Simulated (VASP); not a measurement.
**Pd (fcc): computed properties**

All values below come from r2SCAN meta-GGA, VASP's PBE PAW potentials (set 64) (plane waves; VASP 6.6.1).

```yaml
space_group: Fm-3m (225)
cell: a = b = c = 3.9115 Å, α = β = γ = 90.00°
volume_per_atom: 14.96 Å³/atom
band gap (over mesh and band path): none (metal, semimetal or under 0.01 eV)
density: 11.81 g/cm³
```

Pd is modelled in the cubic space group Fm-3m (No. 225), the fcc (Cu type) structure, Pearson symbol cF4. Conventional cell: a = 3.911 Å, b = 3.911 Å, c = 3.911 Å, α = 90.00°, β = 90.00°, γ = 90.00°. Pd on 4a sees 12 Pd at 2.766 Å (cuboctahedral). (Neighbours: up to the widest gap in distance over summed covalent radii, below 1.35, at either atom.)
(The calculation used a cell of 1 atom; values per cell refer to that cell.)

Measured: a 3.876 Å at 0 K (computed value off by +0.9 %), as given by Daniel Mejia-Rodriguez et al., Physical Review B (2018), arXiv:1807.09216 [static lattice: zero-point anharmonic expansion removed].

The compound is Pd in the fcc structure. It was relaxed first. Symmetry was kept, so distortions that lower it aren't found.
